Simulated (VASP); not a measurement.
A run of VASP 6.6.1 is set up as follows.

File INCAR:

```
SYSTEM = OsO
ALGO = Normal
EDIFF = 1E-7
EDIFFG = -0.02
ENCUT = 600
GGA = PE
IBRION = 2
ISIF = 3
ISMEAR = 0
LASPH = .TRUE.
LCHARG = .FALSE.
LREAL = .FALSE.
LWAVE = .FALSE.
NELM = 80
NSW = 60
PREC = Accurate
SIGMA = 0.05
```

Contents of KPOINTS:

```
k-points
0
G
  9 9 6
  0 0 0
```

POSCAR

```
OsO
1.0
    3.3211167600      0.0000000000      0.0000000000
   -1.6605583800      2.8761714800      0.0000000000
    0.0000000000      0.0000000000      4.6590329000
Os O
1 1
Direct
    0.0000000000      0.0000000000      0.5000000000
    0.0000000000      0.0000000000      0.0000000000
```

Potentials or basis: VASP PAW PBE potentials, release 64 (Os, O).

Command:

```bash
$ cat potpaw_PBE.64/Os/POTCAR potpaw_PBE.64/O/POTCAR > POTCAR
$ mpirun -np 1 vasp_std > vasp.out
```

**Question.** Estimate the band gap on the k mesh.

**Answer.** None (metal or under the smearing width).

**Question.** What does it give for the relaxed volume?

**Answer.** 12.48 Å³/atom.

**Question.** What does it give for the space group after relaxing (to 0.05 Å)?

**Answer.** P6/mmm (No. 191).

**Question.** Predict the relaxed cell.

**Answer.** a = 2.791 Å, b = 2.791 Å, c = 3.699 Å, α = 90.00°, β = 90.00°, γ = 120.00°.

Final structure:
```
Os O
1.0
     2.79122    0.00000    0.00000
    -1.39561    2.41727    0.00000
     0.00000    0.00000    3.69877
Os O
1 1
Direct
  0.00000 0.00000 0.50000
  0.00000 0.00000 0.00000
```

Caveat: the volume moved by over 15 % at a fixed basis, so the end points are rough. Spin-orbit coupling is left out, which matters for the levels of Os.
